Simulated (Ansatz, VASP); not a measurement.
## One calculation of Ir3Rh, two programs

INCAR

```
SYSTEM = Ir3Rh
PREC = Accurate
ENCUT = 520
EDIFF = 1E-7
ISMEAR = 1
SIGMA = 0.1
LREAL = .False.
LASPH = .True.
NELM = 80
ALGO = Normal
ISIF = 2
LWAVE = .False.
LCHARG = .False.
NBANDS = 29
```

Contents of KPOINTS:

```
Automatic mesh
0
Gamma
  4 4 4
  0 0 0
```

POSCAR

```
Ir3Rh
1.0
    3.8403360000      0.0000000000      0.0000000000
    0.0000000000      3.8403360000      0.0000000000
    0.0000000000      0.0000000000      3.8403360000
Ir Rh
3 1
Direct
    0.5000000000      0.0000000000      0.5000000000
    0.0000000000      0.5000000000      0.5000000000
    0.5000000000      0.5000000000      0.0000000000
    0.0000000000      0.0000000000      0.0000000000
```

Input for Ansatz:

```yaml
crystal:
  lattice:
    - [3.840336, 0.0, 0.0]
    - [0.0, 3.840336, 0.0]
    - [0.0, 0.0, 3.840336]
  atoms:
    - { symbol: Ir, position: [0.5, 0.0, 0.5] }
    - { symbol: Ir, position: [0.0, 0.5, 0.5] }
    - { symbol: Ir, position: [0.5, 0.5, 0.0] }
    - { symbol: Rh, position: [0.0, 0.0, 0.0] }
kpoints:
  mp_grid:
    grid: [4, 4, 4]
hamiltonian:
  xc: lda
scf:
  n_extra_bands: 8
  self_checks: high
  mixing:
    algorithm: msr1
    preconditioner: resta
  occupations:
    method: cold
output:
  populations: true
  stress: true
```

The cell comes from a database or a generator and needn't be the stable form of this composition.

Alike in both runs: task single point; functional LDA; k mesh 4 × 4 × 4; no spin polarisation.

|  | VASP | Ansatz |
| --- | --- | --- |
| version | VASP 6.6.1 | Ansatz 0.2.0 |
| potentials or method | VASP PAW LDA potentials, release 64 (Ir, Rh_pv) | plane waves, PAW |
| plane-wave cutoff (eV) | 520 | 420 |
| occupations | methfessel-paxton of order 1, width 0.1 eV | cold |
| valence electrons in the cell | 42 | 68 |

Ansatz gave:

- gap on the k mesh at the Fermi level (eV): none
- pressure (GPa): -10.8

Q: Which values does VASP return?

A: gap on the k mesh at the Fermi level (eV): none; pressure (GPa): -8.9.

A gap of «none» marks a metal or a gap that the smearing closes. The two sets of potentials don't hold the same shells in valence.

Caveats: the k mesh is coarse (spacing up to 0.41 Å⁻¹), so the values aren't converged. The runs have no spin-orbit coupling, so splittings on Ir are missing.
